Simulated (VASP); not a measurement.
Data:

```yaml
crystal:
  lattice:
    - [3.14746, 0.00000, 0.00000]
    - [-1.57373, 2.72578, 0.00000]
    - [0.00000, 0.00000, 6.11915]
  atoms:
    - { symbol: Cr, position: [0.00000, 0.00000, 0.00000] }
    - { symbol: Se, position: [0.66667, 0.33333, 0.74555] }
    - { symbol: Se, position: [0.33333, 0.66667, 0.25445] }
```

The numbers are results of LDA (Ceperley-Alder, Perdew-Zunger) with spin-orbit coupling, VASP's LDA PAW potentials (set 64) (plane waves; VASP 6.6.1), not measurements. Run with 400 eV cut-off, 10×10×5 Γ-centred mesh, Gaussian smearing of 0.050 eV, potentials Cr_pv Se.

Question: Give the energies of bands 17 to 30 at the high-symmetry points, in eV from the Fermi level.

Answer: 
| band | Γ | M | K | A | L | H |
|---|---|---|---|---|---|---|
| 17 | -1.21 | -3.59 | -3.95 | -2.62 | -3.10 | -4.58 |
| 18 | -1.21 | -3.59 | -3.95 | -2.62 | -3.10 | -4.58 |
| 19 | -1.03 | -2.98 | -3.47 | -0.78 | -2.11 | -3.17 |
| 20 | -1.03 | -2.98 | -3.47 | -0.78 | -2.11 | -3.17 |
| 21 | -0.77 | -1.34 | -3.46 | -0.77 | -1.76 | -3.15 |
| 22 | -0.77 | -1.34 | -3.46 | -0.77 | -1.76 | -3.15 |
| 23 | -0.76 | -1.23 | 0.21 | -0.24 | -0.87 | -0.07 |
| 24 | -0.76 | -1.23 | 0.21 | -0.24 | -0.87 | -0.07 |
| 25 | 1.12 | 0.21 | 0.41 | 0.92 | 0.21 | -0.01 |
| 26 | 1.12 | 0.21 | 0.41 | 0.92 | 0.21 | -0.01 |
| 27 | 1.49 | 0.64 | 0.48 | 1.31 | 0.68 | 0.26 |
| 28 | 1.49 | 0.64 | 0.48 | 1.31 | 0.68 | 0.26 |
| 29 | 3.07 | 2.16 | 1.49 | 3.32 | 2.45 | 2.44 |
| 30 | 3.07 | 2.16 | 1.49 | 3.32 | 2.45 | 2.44 |

It has no gap at this level: it comes out as a metal or semimetal.

The structure comes from a computed database's CrSe2 entry (P-3m1); how it stands against other phases isn't given here. It was relaxed first, which changed the volume by -16 %.
